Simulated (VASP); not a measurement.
Computed with PBE GGA, VASP's PBE PAW potentials (set 64) (plane waves; VASP).

The input files of a VASP run:

File POSCAR:
```
Pb
1
    0.0000000000     2.4750000000     2.4750000000
    2.4750000000     0.0000000000     2.4750000000
    2.4750000000     2.4750000000     0.0000000000
Pb
1
Direct
  0.0000000000   0.0000000000   0.0000000000
```

### INCAR
```
LASPH = T   # aspherical one-centre terms
ISIF = 2   # forces and stress, cell fixed
LMAXMIX = 4   # l cut-off of mixed one-centre charges
PREC = Accurate
ALGO = Normal
SIGMA = 0.1   # width (eV)
EDIFF = 1E-6   # SCF stop (eV)
LWAVE = F
LREAL = F   # projection in real space or not
ISMEAR = -1   # Fermi-Dirac
ENCUT = 300   # plane-wave cut-off (eV)
GGA = PE   # PBE
SYSTEM = Pb
NELM = 100   # most electronic steps
LCHARG = F
```

**KPOINTS**
```
Automatic mesh
0
Gamma
4 4 4
0 0 0
```

POTCAR, in this order: Pb_d (PBE.64 set). Program: vasp_std.

The resulting files:

**OSZICAR**
```
       N       E                     dE             d eps       ncg     rms          rms(c)
DAV:   1     0.809236856335E+02    0.80924E+02   -0.54378E+03   184   0.962E+02
DAV:   2     0.233174241856E+00   -0.80691E+02   -0.78985E+02   176   0.268E+02
DAV:   3    -0.336713205570E+01   -0.36003E+01   -0.35926E+01   224   0.656E+01
DAV:   4    -0.341920260356E+01   -0.52071E-01   -0.52059E-01   217   0.796E+00
DAV:   5    -0.342135554169E+01   -0.21529E-02   -0.21528E-02   227   0.162E+00    0.534E-01
DAV:   6    -0.341094516300E+01    0.10410E-01   -0.14176E-02   206   0.215E+00    0.285E-01
DAV:   7    -0.340775698389E+01    0.31882E-02   -0.72627E-03   206   0.142E+00    0.929E-02
DAV:   8    -0.340761356366E+01    0.14342E-03   -0.39165E-04   203   0.390E-01    0.100E-02
DAV:   9    -0.340761342129E+01    0.14237E-06   -0.94064E-06   219   0.535E-02
   1 F= -.34076134E+01 E0= -.33885185E+01  d E =-.381898E-01
```

OUTCAR:
```
------------------------ aborting loop because EDIFF is reached ----------------------------------------
  FORCE on cell =-STRESS in cart. coord.  units (eV):
  Direction    XX          YY          ZZ          XY          YZ          ZX
  --------------------------------------------------------------------------------------
  Total        0.2581181      0.2581181      0.2581181     -0.0000000      0.0000000      0.0000000
  in kB       13.6387165     13.6387165     13.6387165     -0.0000000      0.0000000      0.0000000
  external PRESSURE =      13.6387165 kB  Pullay stress =       0.0000000 kB
  volume of cell :       30.32
      direct lattice vectors                 reciprocal lattice vectors
     0.000000000  2.475000000  2.475000000    -0.202020202  0.202020202  0.202020202
     2.475000000  0.000000000  2.475000000     0.202020202 -0.202020202  0.202020202
     2.475000000  2.475000000  0.000000000     0.202020202  0.202020202 -0.202020202
 POSITION                                       TOTAL-FORCE (eV/Angst)
 -----------------------------------------------------------------------------------
      0.00000      0.00000      0.00000         0.000000      0.000000      0.000000
 -----------------------------------------------------------------------------------
    total drift:                               -0.000000     -0.000000     -0.000000
  FREE ENERGIE OF THE ION-ELECTRON SYSTEM (eV)
  ---------------------------------------------------
  free  energy   TOTEN  =        -3.4076134213 eV

  energy  without entropy=       -3.3694236146  energy(sigma->0) =       -3.38851852
```
(Selected blocks of OUTCAR.)

At this cut-off the stress carries a Pulay error, which pulls relaxed volumes low.

The structure is a typed Pb crystal (Fm-3m). The cell was not relaxed at this level. The k-mesh is coarse (spacing up to 0.55 per Å, 2π included), so the numbers may not be converged in it. The run is one of a series of settings (KPOINTS 4×4×4 Γ-centred mesh against the base run), some of them coarse on purpose.
